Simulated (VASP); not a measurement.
A VASP calculation is set up with these files.

### POSCAR
```
InSb
1
    0.0000000000     2.8369323580     2.8369323580
    2.8369323580     0.0000000000     2.8369323580
    2.8369323580     2.8369323580    -0.0000000000
In Sb
1 1
Direct
  0.0000000000   0.0000000000   0.0000000000
  0.2500000000   0.2500000000   0.2500000000
```

### INCAR
```
# general
SYSTEM  = InSb
PREC    = Accurate
ENCUT   = 500
LREAL   = F   # projection in real space or not
LASPH   = T   # aspherical one-centre terms

# electronic loop
EDIFF   = 1E-6
NELM    = 100
ALGO    = Normal   # blocked Davidson
LMAXMIX = 4   # l cut-off of mixed one-centre charges

# smearing
ISMEAR  = 0
SIGMA   = 0.05   # width (eV)

# ions
IBRION  = 2
NSW     = 40   # most ionic steps
ISIF    = 3
EDIFFG  = -0.02
PSTRESS = 450   # kbar

# output
LWAVE   = F
LCHARG  = F
```

KPOINTS:
```
kpoints
0
Gamma
  8 8 8
```

POTCAR, in this order: In_d Sb (LDA.64 set). Program: vasp_std.

Problem. Translate this LDA calculation to Quantum ESPRESSO's pw.x.

Solution. One equivalent input (not run):
```
&CONTROL
  calculation = 'vc-relax'
  pseudo_dir = './pseudo'
  outdir = './out'
  tprnfor = .true.
  tstress = .true.
  nstep = 40
  forc_conv_thr = 0.00078
/
&SYSTEM
  ibrav = 0
  nat = 2
  ntyp = 2
  ecutwfc = 84
  occupations = 'smearing'
  smearing = 'gaussian'
  degauss = 0.003675
  input_dft = 'pz'
/
&ELECTRONS
  conv_thr = 7.3e-08
  electron_maxstep = 100
/
&IONS
/
&CELL
  press = 450
/
ATOMIC_SPECIES
  In 114.818 In.upf
  Sb 121.760 Sb.upf
CELL_PARAMETERS angstrom
     0.0000000    2.8369324    2.8369324
     2.8369324    0.0000000    2.8369324
     2.8369324    2.8369324   -0.0000000
ATOMIC_POSITIONS crystal
  In   0.0000000  0.0000000  0.0000000
  Sb   0.2500000  0.2500000  0.2500000
K_POINTS automatic
  8 8 8 0 0 0
```
Limits of the translation: the potentials are each code's own (VASP's PAW set, PseudoDojo norm-conserving files in pw.x), so ENCUT and ecutwfc are chosen apart and not converted; conv_thr bounds pw.x's estimated SCF error, while EDIFF bounds the energy change between steps; forc_conv_thr acts on force components and is met together with etot_conv_thr.

The compound is InSb in the zinc blende structure. It was relaxed first under an external pressure of 45 GPa.
